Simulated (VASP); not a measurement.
Data:

```
CELL_PARAMETERS angstrom
      3.06901     0.00000     0.00000
      0.00000     3.06901     0.00000
      0.00000     0.00000     3.06901
ATOMIC_POSITIONS crystal
  Zn 0.50000 0.50000 0.50000
  Au 0.00000 0.00000 0.00000
```

All values below come from LDA (Ceperley-Alder, Perdew-Zunger), VASP's LDA PAW potentials (set 64) (plane waves; VASP). Run with 500 eV cut-off, 12×12×12 Γ-centred mesh, first-order Methfessel-Paxton smearing of 0.10 eV, potentials Zn Au.

Energy and stress use the plane-wave basis of the starting cell.

Task: The ions, cell shape and volume at an external pressure of 10.0 GPa are relaxed. What does this cell relax into?

Result: 
```
CELL_PARAMETERS angstrom
      3.04489     0.00000     0.00000
      0.00000     3.04489     0.00000
      0.00000     0.00000     3.04489
ATOMIC_POSITIONS crystal
  Zn 0.50000 0.50000 0.50000
  Au 0.00000 0.00000 0.00000
```
Space group Pm-3m (221), at a tolerance of 0.03 Å.

Task: How do energy and volume change from the first to the last step?

Result: The energy (σ→0) changes by +15.9 meV/atom and the volume by -2.3 %, in 3 ionic steps.

```
step  E(σ→0) (eV)  max force (eV/Å)  pressure (GPa)  volume (Å³)
----  -----------  ----------------  --------------  -----------
1         -6.7465             0.000            5.19        28.91
2         -6.6156             0.000           19.21        27.13
3         -6.7147             0.000            9.96        28.23
```

The compound is AuZn in the CsCl type structure. This run relaxes it under an external pressure of 10 GPa. Symmetry was kept, so distortions that lower it aren't found. The electron count is odd and the run is not spin-polarised, which forces a metal.
